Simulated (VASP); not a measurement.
Data:

```yaml
crystal:
  lattice:
    - [4.69327, -8.12898, 0.00000]
    - [4.69327, 8.12898, 0.00000]
    - [0.00000, 0.00000, 10.01920]
  atoms:
    - { symbol: Al, position: [0.22222, 0.11134, 0.25008] }
    - { symbol: Al, position: [0.11085, 0.22240, 0.99958] }
    - { symbol: Al, position: [0.22188, 0.11075, 0.75063] }
    - { symbol: Al, position: [0.11642, 0.22685, 0.50020] }
    - { symbol: Al, position: [0.22365, 0.44525, 0.25018] }
    - { symbol: Al, position: [0.11084, 0.55519, 0.99944] }
    - { symbol: Al, position: [0.22098, 0.44375, 0.74854] }
    - { symbol: Al, position: [0.11629, 0.55628, 0.49993] }
    - { symbol: Al, position: [0.22236, 0.77783, 0.24985] }
    - { symbol: Al, position: [0.11097, 0.88879, 0.00012] }
    - { symbol: Al, position: [0.22202, 0.77792, 0.75021] }
    - { symbol: Al, position: [0.10909, 0.88793, 0.50092] }
    - { symbol: Al, position: [0.55526, 0.11111, 0.25014] }
    - { symbol: Al, position: [0.44422, 0.22177, 0.99956] }
    - { symbol: Al, position: [0.55552, 0.11129, 0.74978] }
    - { symbol: Al, position: [0.44393, 0.22024, 0.50027] }
    - { symbol: Al, position: [0.55640, 0.44255, 0.24854] }
    - { symbol: Al, position: [0.44420, 0.55550, 0.99865] }
    - { symbol: Al, position: [0.55544, 0.44449, 0.74974] }
    - { symbol: Al, position: [0.55639, 0.78072, 0.24846] }
    - { symbol: Al, position: [0.44418, 0.88921, 0.99924] }
    - { symbol: Al, position: [0.55530, 0.77769, 0.74976] }
    - { symbol: Al, position: [0.44405, 0.89067, 0.50008] }
    - { symbol: Al, position: [0.88921, 0.11183, 0.25021] }
    - { symbol: Al, position: [0.77751, 0.22211, 0.00000] }
    - { symbol: Al, position: [0.88798, 0.11069, 0.75018] }
    - { symbol: Al, position: [0.77915, 0.22296, 0.49998] }
    - { symbol: Al, position: [0.88925, 0.44415, 0.25007] }
    - { symbol: Al, position: [0.77802, 0.55558, 0.99987] }
    - { symbol: Al, position: [0.88823, 0.44417, 0.75005] }
    - { symbol: Al, position: [0.77930, 0.55559, 0.50017] }
    - { symbol: Al, position: [0.88895, 0.77775, 0.24981] }
    - { symbol: Al, position: [0.77811, 0.88915, 0.00003] }
    - { symbol: Al, position: [0.88851, 0.77762, 0.75017] }
    - { symbol: Al, position: [0.77920, 0.89036, 0.50034] }
    - { symbol: N, position: [0.22203, 0.10915, 0.44128] }
    - { symbol: N, position: [0.11108, 0.22281, 0.19155] }
    - { symbol: N, position: [0.22183, 0.11100, 0.94182] }
    - { symbol: N, position: [0.10987, 0.22063, 0.69254] }
    - { symbol: N, position: [0.11118, 0.55516, 0.19142] }
    - { symbol: N, position: [0.22150, 0.44410, 0.94146] }
    - { symbol: N, position: [0.11012, 0.55596, 0.69225] }
    - { symbol: N, position: [0.22206, 0.77964, 0.44115] }
    - { symbol: N, position: [0.11106, 0.88895, 0.19129] }
    - { symbol: N, position: [0.22176, 0.77747, 0.94143] }
    - { symbol: N, position: [0.11069, 0.88875, 0.69188] }
    - { symbol: N, position: [0.55688, 0.11197, 0.44163] }
    - { symbol: N, position: [0.44365, 0.22124, 0.19047] }
    - { symbol: N, position: [0.55567, 0.11129, 0.94093] }
    - { symbol: N, position: [0.44389, 0.22192, 0.69172] }
    - { symbol: N, position: [0.55947, 0.43908, 0.43871] }
    - { symbol: N, position: [0.44695, 0.55688, 0.19248] }
    - { symbol: N, position: [0.55573, 0.44418, 0.94155] }
    - { symbol: N, position: [0.44299, 0.55483, 0.69448] }
    - { symbol: N, position: [0.55948, 0.78737, 0.43862] }
    - { symbol: N, position: [0.44379, 0.88944, 0.19017] }
    - { symbol: N, position: [0.55580, 0.77834, 0.94151] }
    - { symbol: N, position: [0.44409, 0.88901, 0.69156] }
    - { symbol: N, position: [0.89273, 0.11443, 0.44150] }
    - { symbol: N, position: [0.77736, 0.22205, 0.19137] }
    - { symbol: N, position: [0.88872, 0.11119, 0.94156] }
    - { symbol: N, position: [0.77759, 0.22225, 0.69130] }
    - { symbol: N, position: [0.89262, 0.44497, 0.44130] }
    - { symbol: N, position: [0.77864, 0.55554, 0.19114] }
    - { symbol: N, position: [0.88874, 0.44424, 0.94144] }
    - { symbol: N, position: [0.77762, 0.55541, 0.69126] }
    - { symbol: N, position: [0.88794, 0.77734, 0.44141] }
    - { symbol: N, position: [0.77871, 0.88977, 0.19130] }
    - { symbol: N, position: [0.88883, 0.77773, 0.94141] }
    - { symbol: N, position: [0.77744, 0.88879, 0.69144] }
    - { symbol: Ti, position: [0.42398, 0.54540, 0.48889] }
```

Level of theory: PBE GGA, VASP's PBE PAW potentials (set 64) (plane waves; VASP). Settings: PREC = Normal, LREAL = Auto, ISYM = 0, 400 eV cut-off, 1×1×1 Γ-centred mesh, Gaussian smearing of 0.050 eV, potentials Al N Ti. Starting moments (MAGMOM): 71*0.0282. The cell's moment is fixed (NUPDOWN = 2).

At this cut-off the stress carries a Pulay error, which pulls relaxed volumes low.  The supercell is sampled at Γ alone, which is coarse: total energies, pressure and levels can be off, energies of defects by several tenths of an eV.

Task: Estimate the cell moment, energy per atom (σ→0), pressure.

Result: 
```yaml
cell_moment: 2.00 μB
energy per atom (σ→0): -7.372 eV/atom
pressure: -2.59 GPa
```

Task: Give the moment on each site (PAW-sphere projection).

Result: 
```tsv
site	moment (μB)
Al1	0.00
Al2	0.00
Al3	0.00
Al4	0.02
Al5	0.03
Al6	0.00
Al7	0.00
Al8	0.02
Al9	0.00
Al10	0.00
Al11	0.00
Al12	0.00
Al13	0.00
Al14	0.00
Al15	0.00
Al16	0.00
Al17	0.00
Al18	0.00
Al19	0.00
Al20	0.00
Al21	0.00
Al22	0.00
Al23	0.00
Al24	0.00
Al25	0.00
Al26	0.00
Al27	0.00
Al28	0.00
Al29	0.00
Al30	0.00
Al31	0.00
Al32	0.00
Al33	0.00
Al34	0.00
Al35	0.00
N36	0.03
N37	0.01
N38	0.00
N39	0.02
N40	0.01
N41	0.00
N42	0.02
N43	0.03
N44	0.00
N45	0.00
N46	0.00
N47	0.00
N48	0.00
N49	0.00
N50	0.00
N51	0.00
N52	0.03
N53	0.00
N54	0.00
N55	0.00
N56	0.00
N57	0.00
N58	0.00
N59	0.00
N60	0.00
N61	0.00
N62	0.00
N63	0.00
N64	0.00
N65	0.00
N66	0.00
N67	0.00
N68	0.00
N69	0.00
N70	0.00
Ti71	1.17
```

Only differences to runs with the same potentials and settings are physical.

The cell is a supercell with a defect, built from AlN (wurtzite): Ti_Al-vac_N.
